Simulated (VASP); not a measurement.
A run of VASP 6.6.1 is set up as follows.

The input INCAR:

```
SYSTEM = SnIr3
PREC = Accurate ; ENCUT = 520
EDIFF = 1E-6 ; ISMEAR = 0
SIGMA = 0.1 ; LREAL = .False.
LASPH = .True. ; NELM = 100
ALGO = Fast ; ISIF = 2
LWAVE = .False. ; LCHARG = .True.
GGA = PE ; LELF = .True.
LVHAR = .True. ; NBANDS = 51
```

Contents of KPOINTS:

```
regular mesh
0
Gamma
  12 12 8
  0 0 0
```

File POSCAR:

```
SnIr3
1.0
    5.6829286585      0.0000000000      0.0000000000
   -2.8414643292      4.9215605861      0.0000000000
    0.0000000000      0.0000000000      4.5408632788
Sn Ir
2 6
Direct
    0.6666666667      0.3333333333      0.2500000000
    0.3333333333      0.6666666667      0.7500000000
    0.3248914221      0.1624457110      0.7500000000
    0.8375542890      0.1624457110      0.7500000000
    0.8375542890      0.6751085779      0.7500000000
    0.6751085779      0.8375542890      0.2500000000
    0.1624457110      0.8375542890      0.2500000000
    0.1624457110      0.3248914221      0.2500000000
```

Potentials or basis: VASP PAW PBE potentials, release 64 (Sn_d, Ir).

Run with:

```console
$ cat potpaw_PBE.64/Sn_d/POTCAR potpaw_PBE.64/Ir/POTCAR > POTCAR
$ mpirun -np 1 vasp_std > vasp.out
```

(1) Predict the pressure.

(2) Estimate the band gap on the k mesh.

Results:

(1) 0.3 GPa.

(2) none (metal or under the smearing width).
